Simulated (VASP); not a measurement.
**A VASP study of GePt (r2SCAN): structure first, properties next**

Aim: relax GePt, then compute properties on the relaxed cell. The steps: full relaxation (r2SCAN), second relaxation, single point with fields (r2SCAN), bands along the symmetry lines (r2SCAN), total and projected DOS (r2SCAN), zone-centre phonons (r2SCAN) and independent-particle dielectric function (r2SCAN). The start is a cell from a database of measured crystal structures.

Main program and level: VASP 6.6.1; r2SCAN; plane waves and PAW (Ge_d, Pt).

## (1) Set-up

Before any relaxation, the start is as follows. The structure is orthorhombic, space group Pnma (No. 62). Conventional cell: a = 5.719 Å, b = 3.697 Å, c = 6.084 Å, α = 90.00°, β = 90.00°, γ = 90.00°. Nearest to Ge lie 6 Pt at 2.48 to 2.65 Å. Pt has 6 Ge at 2.48 to 2.65 Å nearest. Farther neighbours are not listed.

Coordinates:

```cif
data_structure
_symmetry_space_group_name_H-M 'Pnma'
_symmetry_Int_Tables_number 62
_cell_length_a 5.7190
_cell_length_b 3.6970
_cell_length_c 6.0840
_cell_angle_alpha 90.000
_cell_angle_beta 90.000
_cell_angle_gamma 90.000
_cell_volume 128.63
loop_
_atom_site_label
_atom_site_type_symbol
_atom_site_symmetry_multiplicity
_atom_site_Wyckoff_symbol
_atom_site_fract_x
_atom_site_fract_y
_atom_site_fract_z
_atom_site_occupancy
Ge1 Ge 4 c 0.18500 0.25000 0.59000 1
Pt1 Pt 4 c 0.99950 0.25000 0.19080 1
```

## (2) Full relaxation (r2SCAN)

The start need not lie at this functional's minimum. ISIF = 3 frees volume, shape and positions, and EDIFFG sets the threshold on forces and stress at which the search stops. r2SCAN adds the kinetic-energy density, costs more than a GGA and is run with LASPH.

INCAR

```
SYSTEM = GePt
PREC = Accurate
ENCUT = 410
EDIFF = 1E-06
NELM = 100
ISMEAR = 0
SIGMA = 0.05
LREAL = .FALSE.
ALGO = Normal
METAGGA = R2SCAN
LASPH = .TRUE.
NBANDS = 59
LORBIT = 11
LWAVE = .FALSE.
LCHARG = .FALSE.
KPAR = 4
IBRION = 2
NSW = 60
ISIF = 3
EDIFFG = -0.01
```

POSCAR

```
GePt
1.0
    5.7190000000      0.0000000000      0.0000000000
    0.0000000000      3.6970000000      0.0000000000
    0.0000000000      0.0000000000      6.0840000000
Ge Pt
4 4
Direct
    0.1850000000      0.2500000000      0.5900000000
    0.3150000000      0.7500000000      0.0900000000
    0.6850000000      0.2500000000      0.9100000000
    0.8150000000      0.7500000000      0.4100000000
    0.9995000000      0.2500000000      0.1908000000
    0.5005000000      0.7500000000      0.6908000000
    0.4995000000      0.2500000000      0.3092000000
    0.0005000000      0.7500000000      0.8092000000
```

KPOINTS

```
Automatic mesh
0
Gamma
5 7 5
0 0 0
```

Potentials, in the order of the species: Ge_d and Pt (PBE family, release 64).

Command:

```console
$ mpirun -np 4 vasp_std
```

Log:

```text
[banner, memory and clock lines left out]
running    4 mpi-ranks, on    1 nodes
 distrk:  each k-point on    1 cores,    4 groups
 distr:  one band on    1 cores,    1 groups

 POSCAR found type information on POSCAR GePt
 POSCAR found :  2 types and       8 ions
|                                                                             |
|               ----> ADVICE to this user running VASP <----                  |
|                                                                             |
|     You enforced a specific xc type in the INCAR file but a different       |
|     [... a line on the potential file left out ...]
|     I HOPE YOU KNOW WHAT YOU ARE DOING!                                     |
|                                                                             |

 LDA part: xc-table for (None), standard interpolation
 POSCAR, INCAR and KPOINTS ok, starting setup
 FFT: planning ... GRIDC
 FFT: planning ... GRID_SOFT
 FFT: planning ... GRID
 WAVECAR not read
 entering main loop
       N       E                     dE             d eps       ncg     rms          rms(c)
DAV:   1     0.895106993209E+03    0.89511E+03   -0.36898E+04  5676   0.380E+03
DAV:   2    -0.748954613151E+02   -0.97000E+03   -0.92421E+03  4248   0.971E+02
DAV:   3    -0.268937603714E+03   -0.19404E+03   -0.18208E+03  4485   0.224E+02
DAV:   4    -0.283849364150E+03   -0.14912E+02   -0.14419E+02  4989   0.714E+01
DAV:   5    -0.284309284296E+03   -0.45992E+00   -0.45789E+00  4797   0.127E+01    0.229E+01
DAV:   6    -0.265577413691E+03    0.18732E+02   -0.14502E+01  4488   0.205E+01    0.114E+01
DAV:   7    -0.265302009916E+03    0.27540E+00   -0.12562E+00  4706   0.684E+00    0.600E+00
DAV:   8    -0.265303990935E+03   -0.19810E-02   -0.14761E-01  5276   0.177E+00    0.127E+00
DAV:   9    -0.265288349693E+03    0.15641E-01   -0.50411E-02  5002   0.151E+00    0.222E-01
DAV:  10    -0.265289353222E+03   -0.10035E-02   -0.63440E-03  4549   0.332E-01    0.114E-01
DAV:  11    -0.265289371667E+03   -0.18445E-04   -0.32333E-04  5743   0.134E-01    0.628E-02
DAV:  12    -0.265289315406E+03    0.56262E-04   -0.53336E-05  4346   0.410E-02    0.124E-02
DAV:  13    -0.265289311759E+03    0.36460E-05   -0.11113E-05  4346   0.161E-02    0.268E-03
DAV:  14    -0.265289311974E+03   -0.21438E-06   -0.76563E-07  2397   0.733E-03
   1 F= -.26528931E+03 E0= -.26528778E+03  d E =-.265289E+03
 curvature:   0.00 expect dE= 0.000E+00 dE for cont linesearch  0.000E+00
 trial: gam= 0.00000 g(F)=  0.389E-02 g(S)=  0.132E+00 ort = 0.000E+00 (trialstep = 0.100E+01)
 search vector abs. value=  0.136E+00
 bond charge predicted
       N       E                     dE             d eps       ncg     rms          rms(c)
DAV:   1    -0.267529446915E+03   -0.22401E+01   -0.38564E+01  5586   0.613E+01    0.938E+00
DAV:   2    -0.265639350929E+03    0.18901E+01   -0.42610E+00  4713   0.154E+01    0.437E+00
DAV:   3    -0.265362905320E+03    0.27645E+00   -0.34235E-01  5603   0.591E+00    0.230E+00
DAV:   4    -0.265255570754E+03    0.10733E+00   -0.16568E-01  5678   0.340E+00    0.547E-01
DAV:   5    -0.265252438118E+03    0.31326E-02   -0.28833E-02  4718   0.197E+00    0.255E-01
DAV:   6    -0.265252498593E+03   -0.60474E-04   -0.22636E-03  4673   0.346E-01    0.838E-02
DAV:   7    -0.265252568915E+03   -0.70322E-04   -0.26313E-04  4480   0.918E-02    0.213E-02
DAV:   8    -0.265252597030E+03   -0.28115E-04   -0.11249E-05  4809   0.206E-02    0.380E-03
DAV:   9    -0.265252593979E+03    0.30516E-05   -0.94339E-07  2409   0.658E-03    0.128E-03
DAV:  10    -0.265252594293E+03   -0.31450E-06   -0.20902E-07  2334   0.301E-03
   2 F= -.26525259E+03 E0= -.26525161E+03  d E =0.367177E-01
[... from here on, the cycles between the ionic steps are left out ...]
   3 F= -.26531474E+03 E0= -.26531332E+03  d E =-.254232E-01
   4 F= -.26531900E+03 E0= -.26531756E+03  d E =-.426814E-02
   5 F= -.26532037E+03 E0= -.26531891E+03  d E =-.563095E-02
   6 F= -.26532039E+03 E0= -.26531893E+03  d E =-.565399E-02
   7 F= -.26532178E+03 E0= -.26532046E+03  d E =-.138588E-02
   8 F= -.26532208E+03 E0= -.26532086E+03  d E =-.168998E-02
   9 F= -.26532253E+03 E0= -.26532137E+03  d E =-.452772E-03
  10 F= -.26532253E+03 E0= -.26532137E+03  d E =-.454054E-03
  11 F= -.26532251E+03 E0= -.26532141E+03  d E =0.281375E-04
 trial-energy change:    0.000028  1 .order   -0.000000   -0.000458    0.000458
 step:   0.5523(harm=  0.6080)  dis= 0.00101  next Energy=  -265.322635 (dE=-0.101E-03)
 bond charge predicted
       N       E                     dE             d eps       ncg     rms          rms(c)
DAV:   1    -0.265324089838E+03   -0.15856E-02   -0.63091E-02  6430   0.172E+00    0.250E-01
DAV:   2    -0.265322917473E+03    0.11724E-02   -0.31921E-03  4799   0.450E-01    0.110E-01
DAV:   3    -0.265322716987E+03    0.20049E-03   -0.31294E-04  6005   0.176E-01    0.525E-02
DAV:   4    -0.265322656567E+03    0.60420E-04   -0.95720E-05  5392   0.719E-02    0.147E-02
DAV:   5    -0.265322647080E+03    0.94868E-05   -0.28559E-05  4386   0.591E-02    0.416E-03
DAV:   6    -0.265322644463E+03    0.26177E-05   -0.12701E-06  2519   0.113E-02    0.209E-03
DAV:   7    -0.265322642133E+03    0.23296E-05   -0.31566E-07  2226   0.322E-03    0.629E-04
DAV:   8    -0.265322641696E+03    0.43658E-06   -0.51968E-08  2178   0.170E-03
  12 F= -.26532264E+03 E0= -.26532151E+03  d E =-.108510E-03
 curvature:  -0.50 expect dE=-0.465E-05 dE for cont linesearch -0.219E-05
 trial: gam=-0.08032 g(F)=  0.709E-05 g(S)=  0.224E-05 ort = 0.524E-04 (trialstep = 0.108E+01)
 search vector abs. value=  0.493E-05
 reached required accuracy - stopping structural energy minimisation
```

Elapsed: 23 min, on 4 MPI ranks of AMD EPYC 7R43, shared host; peak memory 1.1 GiB.

The logs omit lines about the potential files and the build; timing stands in the text.

Parts of OUTCAR (step 2):

```text
ion  position               nearest neighbor table
   1  0.185  0.250  0.590-   7 2.48   8 2.51   8 2.51   5 2.65   6 2.65   6 2.65
   2  0.315  0.750  0.090-   8 2.48   7 2.51   7 2.51   6 2.65   5 2.65   5 2.65
   3  0.685  0.250  0.910-   5 2.48   6 2.51   6 2.51   7 2.65   8 2.65   8 2.65
   4  0.815  0.750  0.410-   6 2.48   5 2.51   5 2.51   8 2.65   7 2.65   7 2.65
   5  0.999  0.250  0.191-   3 2.48   4 2.51   4 2.51   1 2.65   2 2.65   2 2.65   7 2.95   7 2.95
                             8 2.97   8 2.97
   6  0.501  0.750  0.691-   4 2.48   3 2.51   3 2.51   2 2.65   1 2.65   1 2.65   8 2.95   8 2.95
                             7 2.97   7 2.97
   7  0.499  0.250  0.309-   1 2.48   2 2.51   2 2.51   3 2.65   4 2.65   4 2.65   5 2.95   5 2.95
                             6 2.97   6 2.97
   8  0.001  0.750  0.809-   2 2.48   1 2.51   1 2.51   4 2.65   3 2.65   3 2.65   6 2.95   6 2.95
                             5 2.97   5 2.97

  LATTYP: Found a simple orthorhombic cell.
 ALAT       =     3.6970000000
 B/A-ratio  =     1.5469299432
 C/A-ratio  =     1.6456586421

 Subroutine GETGRP returns: Found  8 space group operations
 (whereof  2 operations were pure point group operations)

The static configuration has the point symmetry S_2 .
 The point group associated with its full space group is D_2h.

 Found     36 irreducible k-points:

   k-points           NKPTS =     36   k-points in BZ     NKDIM =     36   number of bands    NBANDS=     59

   dimension x,y,z NGX =    40 NGY =   24 NGZ =   40
   dimension x,y,z NGXF=    80 NGYF=   48 NGZF=   80

   ENCUT  =  410.0 eV  30.13 Ry    5.49 a.u.   9.44  6.10 10.04*2*pi/ulx,y,z

   NELECT =      96.0000    total number of electrons

 k-points in reciprocal lattice and weights: Automatic mesh
   0.00000000  0.00000000  0.00000000       0.006
   0.20000000  0.00000000  0.00000000       0.011
   0.40000000  0.00000000  0.00000000       0.011
   0.00000000  0.14285714  0.00000000       0.011
   0.20000000  0.14285714  0.00000000       0.023
   0.40000000  0.14285714  0.00000000       0.023
   0.00000000  0.28571429  0.00000000       0.011
   0.20000000  0.28571429  0.00000000       0.023
   0.40000000  0.28571429  0.00000000       0.023
[...]
0.20000000  0.42857143  0.40000000       0.046
   0.40000000  0.42857143  0.40000000       0.046

 average (electrostatic) potential at core
       1 -75.4014       2 -75.4014       3 -75.4014       4 -75.4014       5 -70.7171
       6 -70.7171       7 -70.7171       8 -70.7171

 E-fermi :   9.4066

 k-point     1 :       0.0000    0.0000    0.0000
  band No.  band energies     occupation
    ...
     44       6.5890      2.00000
     45       6.7910      2.00000
     46       7.8477      2.00000
     47       7.8827      2.00000
     48       8.4157      2.00000
     49      10.1603      0.00000
     50      10.4567      0.00000
     51      12.4699      0.00000
     52      12.8461      0.00000
     53      12.9456      0.00000
    ...

 k-point     2 :       0.2000    0.0000    0.0000
  band No.  band energies     occupation
    ...
     44       6.6214      2.00000
     45       6.6505      2.00000
     46       7.5195      2.00000
     47       8.4769      2.00000
     48       8.5696      2.00000
     49      10.6963      0.00000
     50      10.9578      0.00000
     51      12.0403      0.00000
     52      12.5858      0.00000
     53      12.7208      0.00000
    ...

 k-point     3 :       0.4000    0.0000    0.0000
  band No.  band energies     occupation
    ...
     43       6.5222      2.00000
     44       6.5990      2.00000
     45       6.6623      2.00000
     46       6.9513      2.00000
     47       8.9708      2.00000
     48       9.9612      0.00000
     49      10.1013      0.00000
     50      11.5212      0.00000
     51      11.6757      0.00000
     52      12.1206      0.00000
    ...

  Total        0.0096423      0.0166812      0.0002216     -0.0000000      0.0000000      0.0000000
  in kB        0.1176612      0.2035543      0.0027037     -0.0000000      0.0000000      0.0000000
  external PRESSURE =       0.1079730 kB  Pullay stress =       0.0000000 kB

  energy-cutoff  :      410.00
  volume of cell :      131.30
      direct lattice vectors                 reciprocal lattice vectors
     5.758736212 -0.000000000  0.000000000     0.173649211  0.000000000  0.000000000
     0.000000000  3.724096661  0.000000000     0.000000000  0.268521494  0.000000000
     0.000000000  0.000000000  6.122230031     0.000000000  0.000000000  0.163339175

 POSITION                                       TOTAL-FORCE (eV/Angst)
 -----------------------------------------------------------------------------------
      1.07650      0.93102      3.59925         0.005408     -0.000000     -0.000021
      1.80287      2.79307      0.53814        -0.005408      0.000000     -0.000021
      3.95587      0.93102      5.58409         0.005408     -0.000000      0.000021
      4.68224      2.79307      2.52298        -0.005408      0.000000      0.000021
      5.74315      0.93102      1.18545         0.001355     -0.000000     -0.002384
      2.89495      2.79307      4.24657        -0.001355      0.000000     -0.002384
      2.86378      0.93102      1.87566         0.001355     -0.000000      0.002384
      0.01559      2.79307      4.93678        -0.001355      0.000000      0.002384
 -----------------------------------------------------------------------------------
    total drift:                                0.000000      0.000000      0.000000

  FREE ENERGIE OF THE ION-ELECTRON SYSTEM (eV)
  ---------------------------------------------------
  free  energy   TOTEN  =      -265.3226416965 eV

  energy  without entropy=     -265.3203770485  energy(sigma->0) =     -265.32150937

 reached required accuracy - stopping structural energy minimisation

 total charge
# of ion       s       p       d       tot
------------------------------------------
    1        1.104   1.149  10.096  12.349
    2        1.104   1.149  10.096  12.349
    3        1.104   1.149  10.096  12.349
    4        1.104   1.149  10.096  12.349
    5        0.655   0.622   8.163   9.440
    6        0.655   0.622   8.163   9.440
    7        0.655   0.622   8.163   9.440
    8        0.655   0.622   8.163   9.440
--------------------------------------------------
tot          7.035   7.082  73.038  87.156

[... 3 further parts left out ...]
```

CONTCAR:

```
GePt
   1.00000000000000
     5.7587362118109109   -0.0000000000000000    0.0000000000000000
     0.0000000000000000    3.7240966608395216    0.0000000000000000
     0.0000000000000000    0.0000000000000000    6.1222300307277040
  Ge              Pt
     4     4
Direct
     0.1869333384553728    0.2500000000000000    0.5878990062708660
     0.3130666615446271    0.7500000000000000    0.0878990062708661
     0.6869333384553727    0.2500000000000000    0.9121009937291340
     0.8130666615446273    0.7500000000000000    0.4121009937291339
     0.9972936486969312    0.2500000000000000    0.1936312340992484
     0.5027063513030688    0.7500000000000000    0.6936312340992482
     0.4972936486969310    0.2500000000000000    0.3063687659007516
     0.0027063513030690    0.7500000000000000    0.8063687659007518
```

The k-mesh is coarse for a metal. The PAW data sets were made with PBE, which is usual practice but a small mismatch for other functionals. The run keeps the 8 symmetry operations of its start, so it cannot find a distortion of lower symmetry.

Relaxation path:

```
step  energy less that of the first step (eV)  largest force (eV/Å)  pressure (GPa)  volume (Å³)
   1                                   0.0000                0.1092            3.33       128.63
   2                                   0.0367                0.2053           -5.00       134.96
   3                                  -0.0254                0.1320           -0.15       131.04
   4                                  -0.0297                0.0892           -0.03       131.07
   5                                  -0.0311                0.0527            0.06       131.10
   6                                  -0.0311                0.0469            0.05       131.10
   7                                  -0.0325                0.0325           -0.03       131.22
   8                                  -0.0328                0.0454           -0.08       131.31
   9                                  -0.0332                0.0145            0.19       131.17
  10                                  -0.0332                0.0137            0.15       131.16
  11                                  -0.0332                0.0119           -0.19       131.46
  12                                  -0.0333                0.0054            0.01       131.30
```

```
conventional cell, symmetrised  before  after  change
                         a (Å)   5.719  5.759  +0.7 %
                         b (Å)   3.697  3.724  +0.7 %
                         c (Å)   6.084  6.122  +0.6 %
              volume (Å³/atom)   16.08  16.41  +2.1 %
```

The atoms that moved most (Å, as changes of fractional coordinates times the final cell):

```
atom      dx     dy      dz  length
 Pt6   0.013  0.000   0.017   0.021
 Pt8   0.013  0.000  -0.017   0.021
 Pt5  -0.013  0.000   0.017   0.021
 Pt7  -0.013  0.000  -0.017   0.021
 Ge2  -0.011  0.000  -0.013   0.017
 Ge1   0.011  0.000  -0.013   0.017
 Ge4  -0.011  0.000   0.013   0.017
 Ge3   0.011  0.000   0.013   0.017
```

The relaxed structure:

```
Ge Pt
1.0
     5.75874    0.00000    0.00000
     0.00000    3.72410    0.00000
     0.00000    0.00000    6.12223
Ge Pt
4 4
Direct
  0.18693 0.25000 0.58790
  0.31307 0.75000 0.08790
  0.68693 0.25000 0.91210
  0.81307 0.75000 0.41210
  0.99729 0.25000 0.19363
  0.50271 0.75000 0.69363
  0.49729 0.25000 0.30637
  0.00271 0.75000 0.80637
```

This step gave:

| Quantity | Value |
| --- | --- |
| electrons | 96 |
| bands | 59 |
| irreducible k-points | 36 |
| symmetry operations | 8 |
| free energy (TOTEN) | -265.3226 eV |
| energy at zero smearing | -265.3215 eV |
| Fermi energy | 9.407 eV |
| pressure | 0.01080 GPa |
| metallic | yes |
| SCF cycles over all ionic steps | 93 |

It ends with a largest force of 0.005 eV/Å and a pressure of 0.01 GPa. The volume lies +2.1 % from that of the database's start.

(Part 1 of 5 ends here.)

[Lines on the potential files, build, host, timing and source positions are cut from VASP's logs without a mark.]

[Logs are printed without paths, hosts, clocks, repeated set-up lines and the standing remarks that a program may print on its own settings, such as how far it seeks lower states.]

[Hosts, paths, dates, database ids (printed as entryN), source tags and the programs' standing remarks are cut or masked in the printed files.]

[A measured line is paired with the nearest computed mode of its activity, which favours agreement.]
